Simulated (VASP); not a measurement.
PdIn (CsCl type): computed properties

All values below come from r2SCAN meta-GGA, VASP's PBE PAW potentials (set 64) (plane waves; VASP).

```
Item                                                                   Value
----------------------------------  ----------------------------------------
space group                                                      Pm-3m (221)
cell                                 a = b = c = 3.272 Å, α = β = γ = 90.00°
volume per atom                                                17.51 Å³/atom
band gap (over mesh and band path)  none (metal, semimetal or under 0.01 eV)
band gap with spin-orbit coupling                            none (metallic)
density                                                          10.49 g/cm³
```

```cif
data_InPd
_chemical_formula_sum 'In1 Pd1'
_space_group_name_H-M_alt 'P 1'
_space_group_IT_number 1
_cell_length_a 3.27155
_cell_length_b 3.27155
_cell_length_c 3.27155
_cell_angle_alpha 90.000
_cell_angle_beta 90.000
_cell_angle_gamma 90.000
loop_
_space_group_symop_operation_xyz
  'x, y, z'
loop_
_atom_site_label
_atom_site_type_symbol
_atom_site_fract_x
_atom_site_fract_y
_atom_site_fract_z
_atom_site_occupancy
In1 In 0.50000 0.50000 0.50000 1
Pd1 Pd 0.00000 0.00000 0.00000 1
```

Unless said otherwise, spin-orbit coupling is left out, though it shifts the bands of the heavy elements here.

The compound is PdIn in the CsCl type structure. It was relaxed first. Symmetry was kept, so distortions that lower it aren't found. The electron count is odd and the run is not spin-polarised, which forces a metal.
